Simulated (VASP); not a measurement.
Consider the following.

```xyz
3
Lattice="-1.5462 1.5462 3.8104 1.5462 -1.5462 3.8104 1.5462 1.5462 -3.8104" Properties=species:S:1:pos:R:3 pbc="T T T"
Si     0.0000     0.0000     5.0743
Si     0.0000     0.0000     2.5464
Mo     0.0000     0.0000     0.0000
```

Calculation: LDA (Ceperley-Alder, Perdew-Zunger), VASP's LDA PAW potentials (set 64) (plane waves; VASP 6.6.1). Numerical set-up: 500 eV cut-off, 14×14×14 Γ-centred mesh, first-order Methfessel-Paxton smearing of 0.10 eV, potentials Si Mo_sv.

Energy and stress use the plane-wave basis of the starting cell.

Task: The ions, cell shape and volume at an external pressure of 30.0 GPa are relaxed. Predict the relaxed structure.

Result: 
```xyz
3
Lattice="-1.5289 1.5289 3.7771 1.5289 -1.5289 3.7771 1.5289 1.5289 -3.7771" Properties=species:S:1:pos:R:3 pbc="T T T"
Si     0.0000     0.0000     5.0326
Si     0.0000     0.0000     2.5216
Mo     0.0000     0.0000     0.0000
```
Space group I4/mmm (139), at a tolerance of 0.03 Å.

Task: How do energy and volume change from the first to the last step?

Result: The energy (σ→0) changes by +58.2 meV/atom and the volume by -3.1 %, in 7 ionic steps.

The compound is MoSi2 in the MoSi2 type structure. This run relaxes it under an external pressure of 30 GPa. Symmetry was kept, so distortions that lower it aren't found.
